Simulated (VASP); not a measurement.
Input of a VASP 6.6.1 run:

File INCAR:

```
SYSTEM = Ge2PdF6
ALGO = Normal ; EDIFF = 1E-6
ENCUT = 520 ; GGA = PE
ISIF = 2 ; ISMEAR = 0
ISPIN = 2 ; LASPH = .TRUE.
LCHARG = .FALSE. ; LMAXMIX = 4
LORBIT = 11 ; LREAL = .FALSE.
LWAVE = .FALSE. ; MAGMOM = 0 0 1 0 0 0 0 0 0
NBANDS = 54 ; NELM = 150
PREC = Accurate ; SIGMA = 0.1
```

File KPOINTS:

```
k-points
0
G
  4 4 4
  0 0 0
```

File POSCAR:

```
Ge2PdF6
1.0
    0.0000000000      4.1344678770      4.1344678770
    4.1344678770      0.0000000000      4.1344678770
    4.1344678770      4.1344678770      0.0000000000
Ge Pd F
2 1 6
Direct
    0.7500000000      0.7500000000      0.7500000000
    0.2500000000      0.2500000000      0.2500000000
    0.0000000000      0.0000000000      0.0000000000
    0.5000000000      0.0000000000      0.0000000000
    0.0000000000      0.5000000000      0.5000000000
    0.0000000000      0.5000000000      0.0000000000
    0.5000000000      0.0000000000      0.5000000000
    0.0000000000      0.0000000000      0.5000000000
    0.5000000000      0.5000000000      0.0000000000
```

Potentials or basis: VASP PAW PBE potentials, release 64 (Ge_d, Pd, F).

The run is started by

```console
$ cat potpaw_PBE.64/Ge_d/POTCAR potpaw_PBE.64/Pd/POTCAR potpaw_PBE.64/F/POTCAR > POTCAR
$ mpirun -np 1 vasp_std > vasp.out
```

Task: Predict the net moment.

Result: 0.52 μB per cell.

Task: Estimate the site moments.

Result: Ge -0.01; Pd +0.55; F -0.00 μB.

Task: Predict the pressure.

Result: 0.3 GPa.

Task: Estimate the band gap on the k mesh.

Result: None (metal or under the smearing width).
